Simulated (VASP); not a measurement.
S, in a box:

```xyz
1
Lattice="10.5000 0.0000 0.0000 0.0000 11.0000 0.0000 0.0000 0.0000 11.5000" Properties=species:S:1:pos:R:3 pbc="T T T"
S     5.2500    5.5500    5.7500
```

Program: VASP 6.6.1. Alike in all runs: task single point; spin collinear, ferromagnetic start; fixed moment (μB) 2; cell as given; k mesh 1 × 1 × 1; cutoff (eV) 400; smearing gaussian 0.01 eV. Hardware: 4 MPI ranks on Intel(R) Xeon(R) 6975P-C (Granite Rapids) (shared host).

**Question.** Order these runs on this cell by their wall time, lowest first.
A. level optB86b-vdW; potentials or basis VASP PAW PBE potentials, release 64 (S)
B. level LDA; potentials or basis VASP PAW LDA potentials, release 64 (S)
C. level PBE; potentials or basis VASP PAW PBE potentials, release 64 (S)

**Answer.** B (6.7 s), C (37 s), A (200 s).

Caveats: the total moment is fixed, so each spin has its own Fermi level.
